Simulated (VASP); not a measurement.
VASP input:

File POSCAR:
```
Li2S
1
    0.0000000000     2.7571117584     2.7571117584
    2.7571117584     0.0000000000     2.7571117584
    2.7571117584     2.7571117584     0.0000000000
Li S
2 1
Direct
  0.2500000000   0.2500000000   0.2500000000
  0.7500000000   0.7500000000   0.7500000000
  0.0000000000   0.0000000000   0.0000000000
```

KPOINTS:
```
Automatic mesh
0
Gamma
7 7 7
0 0 0
```

### INCAR
```
SYSTEM = Li2S
PREC = Accurate
ENCUT = 620
EDIFF = 1E-6
NELM = 100
ALGO = Normal
LREAL = .FALSE.
LASPH = .TRUE.
ISMEAR = 0
SIGMA = 0.05
GGA = PE
LWAVE = .FALSE.
LCHARG = .FALSE.
IBRION = 2
ISIF = 3
NSW = 40
EDIFFG = -0.02
PSTRESS = 100
```

POTCAR, in this order: Li_sv S (PBE.64 set). Program: vasp_std.

Task: Translate this PBE calculation to Quantum ESPRESSO's pw.x.

Result: One equivalent input (not run):
```
&CONTROL
  calculation = 'vc-relax'
  pseudo_dir = './pseudo'
  outdir = './out'
  tprnfor = .true.
  tstress = .true.
  nstep = 40
  forc_conv_thr = 0.00078
/
&SYSTEM
  ibrav = 0
  nat = 3
  ntyp = 2
  ecutwfc = 74
  occupations = 'smearing'
  smearing = 'gaussian'
  degauss = 0.003675
  input_dft = 'pbe'
/
&ELECTRONS
  conv_thr = 7.3e-08
  electron_maxstep = 100
/
&IONS
/
&CELL
  press = 100
/
ATOMIC_SPECIES
  Li 6.940 Li.upf
  S 32.060 S.upf
CELL_PARAMETERS angstrom
     0.0000000    2.7571118    2.7571118
     2.7571118    0.0000000    2.7571118
     2.7571118    2.7571118    0.0000000
ATOMIC_POSITIONS crystal
  Li   0.2500000  0.2500000  0.2500000
  Li   0.7500000  0.7500000  0.7500000
  S    0.0000000  0.0000000  0.0000000
K_POINTS automatic
  7 7 7 0 0 0
```
The two are equivalent in intent, not identical: the potentials are each code's own (VASP's PAW set, PseudoDojo norm-conserving files in pw.x), so ENCUT and ecutwfc are chosen apart and not converted; conv_thr bounds pw.x's estimated SCF error, while EDIFF bounds the energy change between steps; forc_conv_thr acts on force components and is met together with etot_conv_thr.

The compound is Li2S in the antifluorite structure. This run relaxes it under an external pressure of 10 GPa. Symmetry was kept, so distortions that lower it aren't found.
